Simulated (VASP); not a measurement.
A VASP calculation is set up with these files.

POSCAR:
```
MgSn
1.0
  3.4016595717   0.0000000000   0.0000000000
 -1.7008297859   2.9459240105   0.0000000000
  0.0000000000   0.0000000000   4.5839476733
Mg Sn
1 1
direct
  0.0000000000   0.0000000000   1.0000000000
  0.6666670000   0.3333330000   0.5000000000
```

INCAR:
```
# general
SYSTEM  = MgSn
PREC    = Accurate
ENCUT   = 400
LREAL   = .FALSE.
LASPH   = .TRUE.

# electronic loop
EDIFF   = 1E-6
NELM    = 100
ALGO    = Normal
LMAXMIX = 4

# smearing
ISMEAR  = 1
SIGMA   = 0.1

# ions
IBRION  = 2
NSW     = 60
ISIF    = 3
EDIFFG  = -0.01

# output
LWAVE   = .FALSE.
LCHARG  = .FALSE.
```

### KPOINTS
```
Automatic mesh
0
Gamma
11 11 7
0 0 0
```

POTCAR, in this order: Mg Sn_d (LDA.64 set). Program: vasp_std.

Problem. Translate this LDA calculation to Quantum ESPRESSO's pw.x.

Solution. One equivalent input (not run):
```
&CONTROL
  calculation = 'vc-relax'
  pseudo_dir = './pseudo'
  outdir = './out'
  tprnfor = .true.
  tstress = .true.
  nstep = 60
  forc_conv_thr = 0.00039
/
&SYSTEM
  ibrav = 0
  nat = 2
  ntyp = 2
  ecutwfc = 84
  occupations = 'smearing'
  smearing = 'methfessel-paxton'
  degauss = 0.00735
  input_dft = 'pz'
/
&ELECTRONS
  conv_thr = 7.3e-08
  electron_maxstep = 100
/
&IONS
/
&CELL
/
ATOMIC_SPECIES
  Mg 24.305 Mg.upf
  Sn 118.710 Sn.upf
CELL_PARAMETERS angstrom
     3.4016596    0.0000000   -0.0000000
    -1.7008298    2.9459240   -0.0000000
     0.0000000    0.0000000    4.5839477
ATOMIC_POSITIONS crystal
  Mg   0.0000000  0.0000000  1.0000000
  Sn   0.6666670  0.3333330  0.5000000
K_POINTS automatic
  11 11 7 0 0 0
```
What does not carry over: the potentials are each code's own (VASP's PAW set, PseudoDojo norm-conserving files in pw.x), so ENCUT and ecutwfc are chosen apart and not converted; conv_thr bounds pw.x's estimated SCF error, while EDIFF bounds the energy change between steps; forc_conv_thr acts on force components and is met together with etot_conv_thr.

The structure comes from a computed database's MgSn entry (P-6m2); how it stands against other phases isn't given here. This run relaxes it. Symmetry was kept, so distortions that lower it aren't found. The start is the result of an earlier pass.
